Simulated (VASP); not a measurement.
Data:

```xyz
6
Lattice="4.5100 0.0000 0.0000 0.0000 4.5100 0.0000 0.0000 0.0000 3.1998" Properties=species:S:1:pos:R:3 pbc="T T T"
Mn     0.0000     0.0000     0.0000
Mn     2.2550     2.2550     1.5999
F      1.3713     1.3713     0.0000
F      3.6263     0.8837     1.5999
F      0.8837     3.6263     1.5999
F      3.1387     3.1387     0.0000
```
Starting moments (μB, in the order of the record's atoms Mn Mn F F F F): 4.5 -4.5 0.0 0.0 0.0 0.0.

Method: PBE GGA, VASP's PBE PAW potentials (set 64) (plane waves; VASP 6.6.1). Run with 620 eV cut-off, 5×5×7 Γ-centred mesh, Gaussian smearing of 0.050 eV, potentials Mn_pv F.

Problem. What does the run give for the cell moment, energy per atom (σ→0), pressure?

Solution. 
| Quantity | Result |
|---|---|
| cell moment | 0.00 μB |
| energy per atom (σ→0) | -6.366 eV/atom |
| pressure | 29.94 GPa |

Problem. Give the moment on each site (PAW-sphere projection).

Solution. 
```
site  moment (μB)
----  -----------
Mn1          4.44
Mn2         -4.44
F3          -0.03
F4           0.03
F5           0.03
F6          -0.03
```

The absolute energy has meaning only against runs of the same code, potentials and settings.

The compound is MnF2 in the rutile structure. It was relaxed first under an external pressure of 30 GPa.
